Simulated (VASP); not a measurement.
W (space group Im-3m): computed properties

All values below come from PBEsol GGA, VASP's PBE PAW potentials (set 64) (plane waves; VASP).

```yaml
space_group: Im-3m (229)
cell: a = b = c = 3.1572 Å, α = β = γ = 90.00°
volume_per_atom: 15.74 Å³/atom
band gap (over mesh and band path): none (metal, semimetal or under 0.01 eV)
hill_bulk_modulus: 3270 kbar
hill_shear_modulus: 173 GPa
Poisson's ratio: 0.275
band_gap_with_spin_orbit_coupling: none (metallic)
density: 19.40 g/cm³
C11: 569 GPa
C12: 207 GPa
C44: 168 GPa
```

```
W
1.0
   -1.57862     1.57862     1.57862
    1.57862    -1.57862     1.57862
    1.57862     1.57862    -1.57862
W
1
Cartesian
  0.00000   0.00000   0.00000
```

Finite-difference elastic constants of metals are sensitive to mesh and smearing; shear constants can be off by tens of GPa. Unless said otherwise, spin-orbit coupling is left out, though it shifts the bands of the heavy elements here.

The structure comes from a measured W entry (Im-3m) of the Crystallography Open Database, whose conditions weren't checked. It was relaxed first. Symmetry was kept, so distortions that lower it aren't found.
